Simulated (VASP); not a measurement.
```
CELL_PARAMETERS angstrom
      3.98395     0.00000     0.00000
     -1.99198     3.45020     0.00000
      0.00000     0.00000     6.20760
ATOMIC_POSITIONS crystal
  Sb 0.33333 0.66667 0.24670
  Sb 0.66667 0.33333 0.75330
  Be 0.00000 0.00000 0.00000
  Be 0.33333 0.66667 0.64700
  Be 0.66667 0.33333 0.35300
```

The numbers are results of PBE GGA, VASP's PBE PAW potentials (set 64) (plane waves; VASP), not measurements. Settings: 300 eV cut-off, 5×5×3 Γ-centred mesh, Gaussian smearing of 0.20 eV, potentials Sb Be.

At this cut-off the stress carries a Pulay error, which pulls relaxed volumes low.

**Question.** The ions, cell shape and volume are relaxed. Predict the relaxed structure.

**Answer.** 
```
CELL_PARAMETERS angstrom
      3.86087     0.00000     0.00000
     -1.93044     3.34361     0.00000
      0.00000     0.00000     6.69959
ATOMIC_POSITIONS crystal
  Sb 0.33333 0.66667 0.22224
  Sb 0.66667 0.33333 0.77776
  Be 0.00000 0.00000 0.00000
  Be 0.33333 0.66667 0.58008
  Be 0.66667 0.33333 0.41992
```
Space group P-3m1 (164), at a tolerance of 0.03 Å.

**Question.** How do energy and volume change from the first to the last step?

**Answer.** The energy (σ→0) changes by -140.4 meV/atom and the volume by +1.4 %, in 23 ionic steps.

The structure was generated: Be3Sb2 was put into an ordered model structure, which need not be its known phase. This run relaxes it. Symmetry was kept, so distortions that lower it aren't found. The k-mesh is coarse (spacing up to 0.38 per Å, 2π included), so the numbers may not be converged in it. The run is one of a series of settings (EDIFFG = -0.01, IBRION = 2, ISIF = 3, NSW = 50 against the base run), some of them coarse on purpose.
